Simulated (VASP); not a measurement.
Here is the system:

```
FePt
1.0
    2.70850     0.00000     0.00000
    0.00000     2.70850     0.00000
    0.00000     0.00000     3.73980
Fe Pt
1 1
Direct
  0.00000   0.00000   0.00000
  0.50000   0.50000   0.50000
```
Starting moments (μB, in the order of the record's atoms Fe Pt): 2.9 0.3.

Level of theory: rev-vdW-DF2, VASP's PBE PAW potentials (set 64) (plane waves; VASP 6.6.1). Run with 520 eV cut-off, Gaussian smearing of 0.050 eV, potentials Fe Pt.

### Question
Give the spin-up energies of bands 1 to 13 at the high-symmetry points, in eV from the Fermi level.

### Answer

```
band      Γ      X      M      Z      R      A
----  -----  -----  -----  -----  -----  -----
1     -9.59  -6.15  -6.89  -7.78  -6.53  -6.11
2     -6.33  -4.82  -5.70  -5.75  -6.50  -4.83
3     -6.18  -4.46  -5.70  -5.69  -3.62  -4.83
4     -3.35  -4.21  -5.68  -3.50  -3.61  -4.01
5     -3.35  -3.35  -1.21  -2.82  -3.35  -3.39
6     -2.86  -3.29  -0.89  -2.51  -2.95  -3.39
7     -1.94  -2.66  -0.41  -2.17  -1.06  -2.17
8     -1.83  -2.35  -0.38  -2.17  -0.76  -1.75
9     -0.44  -2.00  -0.38  -2.10  -0.51  -0.89
10    -0.30  -1.58   0.66  -2.10  -0.43   0.67
11    -0.30   0.32   1.75  -1.66  -0.42   6.96
12     2.20   2.16   1.75  -0.77  -0.32   6.96
13     9.68  10.47   7.79  15.73   4.81   7.85
```

### Question
Give the spin-down energies of bands 1 to 13 at the high-symmetry points, in eV from the Fermi level.

### Answer

```csv
band,Γ,X,M,Z,R,A
1,-9.44,-6.02,-6.52,-7.69,-6.15,-5.94
2,-5.83,-4.61,-4.99,-5.53,-6.04,-4.63
3,-5.80,-4.26,-4.99,-5.24,-2.90,-4.63
4,-2.34,-3.41,-4.74,-2.60,-2.87,-1.97
5,-2.34,-2.45,0.99,-1.86,-2.20,-1.51
6,-0.84,-1.34,1.23,-1.86,-0.50,-1.35
7,-0.71,-1.21,1.60,-1.43,-0.35,-1.35
8,0.50,-0.93,1.73,-0.53,-0.30,0.70
9,1.65,0.49,1.73,0.08,0.94,1.00
10,1.68,0.70,1.75,0.45,1.47,1.76
11,1.68,2.46,1.93,0.45,1.57,7.67
12,2.42,2.60,1.93,1.41,1.59,7.67
13,10.48,11.22,8.56,16.19,5.72,8.70
```

It has no gap at this level: it comes out as a metal or semimetal.

The compound is FePt in the L1_0 structure. It was relaxed first.
